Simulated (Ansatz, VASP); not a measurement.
**NaV in VASP and in Ansatz**

```
CELL_PARAMETERS angstrom
1.43499 0.82849 4.57070
-1.43499 0.82849 4.57070
0.00000 -1.65698 4.57070
ATOMIC_POSITIONS crystal
Na 0.00000 0.00000 0.00000
V 0.50000 0.50000 0.50000
```

Alike in both runs: task single point; functional PBE; k mesh 6 × 6 × 6; occupations gaussian, width 0.1 eV; collinear spin.

```csv
,VASP,Ansatz
version,VASP 6.6.1,Ansatz 0.2.0
potentials or method,"VASP PAW PBE potentials, release 64 (Na_pv, V_sv)","scalar-relativistic, plane waves, PAW"
plane-wave cutoff (eV),520,420
valence electrons in the cell,20,22
```

Ansatz gave:

* gap on the k mesh at the Fermi level (eV): none
* pressure (GPa): 12.3
* largest component of the traceless stress (GPa): 20.13
* net moment per atom (μB): 0.99
* size of the moment on the site where the two differ most (μB): 0.05

Estimate VASP's values.

gap on the k mesh at the Fermi level (eV): none; pressure (GPa): 12.4; largest component of the traceless stress (GPa): 20.10; net moment per atom (μB): 0.99; size of the moment on the site where the two differ most (μB): 0.01.

Site moments also hang on the region over which each program counts them. A gap of «none» marks a metal or a gap that the smearing closes. With one functional, cell and mesh, what is left measures potentials, basis and numerics. The two sets of potentials don't hold the same shells in valence.

Caveats: the k mesh is coarse (spacing up to 0.43 Å⁻¹), so the values aren't converged.
